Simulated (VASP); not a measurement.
Consider the following.

```xyz
2
Lattice="0.0000 2.3384 2.3384 2.3384 0.0000 2.3384 2.3384 2.3384 0.0000" Properties=species:S:1:pos:R:3 pbc="T T T"
Na     0.0000     0.0000     0.0000
F      2.3384     2.3384     2.3384
```

These are vdW-DF-cx, VASP's PBE PAW potentials (set 64) (plane waves; VASP) values and carry that method's errors. Run with 520 eV cut-off, Gaussian smearing of 0.050 eV, potentials Na_pv F.

Q: What does the run give for the band gap (along the path) with the smallest direct gap where there is one?

A: 
```json
{
  "band gap (along the path)": "6.41 eV",
  "smallest direct gap (along the path)": "6.41 eV"
}
```

Only differences to runs with the same potentials and settings are physical.

The compound is NaF in the rock salt structure. It was relaxed first.
